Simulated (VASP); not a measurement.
A run of VASP 6.6.1:

File INCAR:

```
SYSTEM = Pd
PREC = Accurate
ENCUT = 600
EDIFF = 1E-7
ISMEAR = 1
SIGMA = 0.1
LREAL = .False.
LASPH = .True.
NELM = 80
ALGO = Normal
ISIF = 3
LWAVE = .False.
LCHARG = .False.
GGA = PE
IVDW = 12
IBRION = 2
NSW = 90
EDIFFG = -0.005
```

File KPOINTS:

```
Automatic mesh
0
Gamma
  16 16 16
  0 0 0
```

The input POSCAR:

```
Pd                                      
1.0
    0.0000000000      1.9437272969      1.9437272969
    1.9437272969      0.0000000000      1.9437272969
    1.9437272969      1.9437272969      0.0000000000
  Pd            
     1
Direct
     0.0000000000000000    0.0000000000000000    0.0000000000000000
```

Potentials or basis: VASP PAW PBE potentials, release 64 (Pd).

Launch:

```sh
$ cat potpaw_PBE.64/Pd/POTCAR > POTCAR
$ mpirun -np 1 vasp_std > vasp.out
```

Hardware: 1 thread of Intel(R) Xeon(R) Platinum 8488C (Sapphire Rapids), on a shared host.

Task: How long does it take, and how much memory?

Result: It took 10 s on 1 thread of Intel(R) Xeon(R) Platinum 8488C (Sapphire Rapids), on a shared host, peak memory 0.16 GiB. Counts: scf iterations 12, k points 145, ion steps 1.
